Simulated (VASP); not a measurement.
A convergence study with VASP on PbO (litharge): one setting is varied, all else stays as given below, so the limit is that of these other settings. ε∞ is the independent-particle value.

```
PbO
1.0
    3.98000     0.00000     0.00000
    0.00000     3.98000     0.00000
    0.00000     0.00000     5.02000
Pb O
2 2
Direct
  0.50000   0.00000   0.76500
  0.00000   0.50000   0.23500
  0.50000   0.50000   0.00000
  0.00000   0.00000   0.00000
```

Computed with PBE GGA, VASP's PBE PAW potentials (set 64) (plane waves; VASP). The tightest run used: 700 eV cut-off, 4×4×3 Γ-centred mesh, Gaussian smearing of 0.050 eV, potentials Pb_d O.

The reference is NBANDS = 148, which took about 5 core-minutes. Costs are core time on shared hosts, one run each; read them as rough ratios.

Question: Of the settings NBANDS = 21; NBANDS = 22; NBANDS = 24; NBANDS = 28; NBANDS = 36; NBANDS = 52; NBANDS = 84; NBANDS = 148, which is the lowest that keeps the difference from the reference in mean ε∞ within 0.3 from there on, and what does it cost?

Answer: NBANDS = 36; its cost over the reference is about 1/3.
```tsv
setting	difference in mean ε∞	cost over the reference
NBANDS = 21	3.54	about 1/4
NBANDS = 22	1.79	about 1/5
NBANDS = 24	0.90	about 1/5
NBANDS = 28	0.44	about 1/4
NBANDS = 36	0.21	about 1/3
NBANDS = 52	0.09	about 1/3
NBANDS = 84	0.02	within a factor of 2
NBANDS = 148	0.00	reference
```

Left out are rungs that failed or repeat a setting and relaxations that didn't move; long series are thinned to 24 rows.

The compound is PbO in the litharge structure. The cell was not relaxed at this level, forces remain on its atoms.
